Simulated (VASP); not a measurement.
Computed with PBEsol GGA, VASP's PBE PAW potentials (set 64) (plane waves; VASP).

The input files of a VASP run:

INCAR:
```
SYSTEM = Sr(GeRu)2
PREC = Accurate
ENCUT = 300
EDIFF = 1E-6
NELM = 100
ALGO = Normal
LREAL = .FALSE.
LASPH = .TRUE.
ISMEAR = 0
SIGMA = 0.05
GGA = PS
LMAXMIX = 4
LWAVE = .FALSE.
LCHARG = .FALSE.
ISIF = 2
```

POSCAR:
```
Sr(GeRu)2
1
   -2.1524130000     2.1524130000     5.1469730000
    2.1524130000    -2.1524130000     5.1469730000
    2.1524130000     2.1524130000    -5.1469730000
Sr Ge Ru
1 2 2
Direct
  0.0000000000   0.0000000000   0.0000000000
  0.6421800000   0.6421800000   0.0000000000
  0.3578200000   0.3578200000   0.0000000000
  0.7500000000   0.2500000000   0.5000000000
  0.2500000000   0.7500000000   0.5000000000
```

KPOINTS:
```
Automatic
0
G
 6 6 6
```

POTCAR, in this order: Sr_sv Ge_d Ru_pv (PBE.64 set). Program: vasp_std.

Output

### OSZICAR
```
       N       E                     dE             d eps       ncg     rms          rms(c)
DAV:   1     0.627491899730E+03    0.62749E+03   -0.26058E+04  2947   0.269E+03
DAV:   2     0.456051729257E+02   -0.58189E+03   -0.56425E+03  2368   0.728E+02
DAV:   3    -0.318301582411E+02   -0.77435E+02   -0.75383E+02  2622   0.173E+02
DAV:   4    -0.356699209254E+02   -0.38398E+01   -0.38206E+01  3360   0.420E+01
DAV:   5    -0.358307717425E+02   -0.16085E+00   -0.16080E+00  3508   0.670E+00    0.274E+01
DAV:   6    -0.349759806293E+02    0.85479E+00   -0.71983E+00  2634   0.142E+01    0.103E+01
DAV:   7    -0.346741268146E+02    0.30185E+00   -0.31162E+00  2739   0.112E+01    0.954E+00
DAV:   8    -0.344833831516E+02    0.19074E+00   -0.86189E-01  2730   0.568E+00    0.197E+00
DAV:   9    -0.344859225292E+02   -0.25394E-02   -0.61869E-02  3785   0.130E+00    0.572E-01
DAV:  10    -0.344841655647E+02    0.17570E-02   -0.12142E-02  2713   0.594E-01    0.224E-01
DAV:  11    -0.344841102111E+02    0.55354E-04   -0.15445E-03  2835   0.222E-01    0.505E-02
DAV:  12    -0.344841101819E+02    0.29169E-07   -0.16500E-04  3359   0.758E-02    0.224E-02
DAV:  13    -0.344841083414E+02    0.18405E-05   -0.39717E-05  3010   0.377E-02    0.103E-02
DAV:  14    -0.344841078411E+02    0.50034E-06   -0.38872E-06  2423   0.151E-02
   1 F= -.34484108E+02 E0= -.34482481E+02  d E =-.325348E-02
```

File OUTCAR:
```
------------------------ aborting loop because EDIFF is reached ----------------------------------------
  FORCE on cell =-STRESS in cart. coord.  units (eV):
  Direction    XX          YY          ZZ          XY          YZ          ZX
  --------------------------------------------------------------------------------------
  Total       -0.8297779     -0.8297779     -1.1567695      0.0000000      0.0000000      0.0000000
  in kB      -13.9382848    -13.9382848    -19.4309628      0.0000000      0.0000000      0.0000000
  external PRESSURE =     -15.7691775 kB  Pullay stress =       0.0000000 kB
  volume of cell :       95.38
      direct lattice vectors                 reciprocal lattice vectors
    -2.152413000  2.152413000  5.146973000     0.000000000  0.232297426  0.097144477
     2.152413000 -2.152413000  5.146973000     0.232297426  0.000000000  0.097144477
     2.152413000  2.152413000 -5.146973000     0.232297426  0.232297426  0.000000000
 POSITION                                       TOTAL-FORCE (eV/Angst)
 -----------------------------------------------------------------------------------
      0.00000      0.00000      0.00000         0.000000      0.000000      0.000000
      0.00000      0.00000      6.61057         0.000000      0.000000     -0.115036
      0.00000      0.00000      3.68338        -0.000000     -0.000000      0.115036
      0.00000      2.15241      2.57349         0.000000      0.000000      0.000000
      2.15241      0.00000      2.57349         0.000000      0.000000      0.000000
 -----------------------------------------------------------------------------------
    total drift:                               -0.000000      0.000000      0.000000
  FREE ENERGIE OF THE ION-ELECTRON SYSTEM (eV)
  ---------------------------------------------------
  free  energy   TOTEN  =       -34.4841078411 eV

  energy  without entropy=      -34.4808543636  energy(sigma->0) =      -34.48248110
```
(Selected blocks of OUTCAR.)

**OUTCAR**
```
 val. band max:        6.6945230662   @ k =  -0.3333   0.5000   0.3333

 cond. band min:       6.7444869854   @ k =   0.0000   0.0000   0.0000


 Fermi energy:         6.7369409444

 k-point     1 :       0.0000    0.0000    0.0000
  band No.  band energies     occupation
      1     -35.3218      2.00000
      2     -35.3218      2.00000
      3     -35.1674      2.00000
      4     -35.1674      2.00000
      5     -35.0705      2.00000
      6     -35.0351      2.00000
      7     -27.9017      2.00000
      8     -17.1412      2.00000
      9     -17.1186      2.00000
     10     -17.1186      2.00000
     11     -17.0981      2.00000
     12     -17.0981      2.00000
     13     -17.0854      2.00000
     14     -17.0797      2.00000
     15     -17.0747      2.00000
     16     -17.0548      2.00000
     17     -17.0409      2.00000
     18     -10.0068      2.00000
     19     -10.0068      2.00000
     20      -9.9589      2.00000
     21      -3.6356      2.00000
     22      -1.3523      2.00000
     23       1.9132      2.00000
     24       3.3179      2.00000
     25       3.3179      2.00000
     26       3.5388      2.00000
     27       4.5374      2.00000
     28       5.0885      2.00000
     29       5.0885      2.00000
     30       6.1034      2.00000
     31       6.6798      1.89381
     32       6.7445      0.83099
     33       6.8411      0.00322
     34       6.8411      0.00322
     35       7.9137      0.00000
     36       8.0532      0.00000
     37      10.5755      0.00000
     38      10.5755      0.00000
     39      10.9741      0.00000

 k-point     2 :       0.1667    0.0000    0.0000
  band No.  band energies     occupation
      1     -35.3126      2.00000
      2     -35.3117      2.00000
      3     -35.1788      2.00000
      4     -35.1779      2.00000
      5     -35.0679      2.00000
      6     -35.0373      2.00000
      7     -27.9002      2.00000
      8     -17.1415      2.00000
      9     -17.1219      2.00000
...
```

At this cut-off the stress carries a Pulay error, which pulls relaxed volumes low.

The structure comes from a computed database's Ru2SrGe2 entry (I4/mmm); how it stands against other phases isn't given here. The cell was not relaxed at this level. The k-mesh is coarse (spacing up to 0.34 per Å, 2π included), so the numbers may not be converged in it. The run is one of a series of settings (GGA = PS, POTCAR Sr_sv Ge_d Ru_pv (PBE.64 set) against the base run), some of them coarse on purpose.
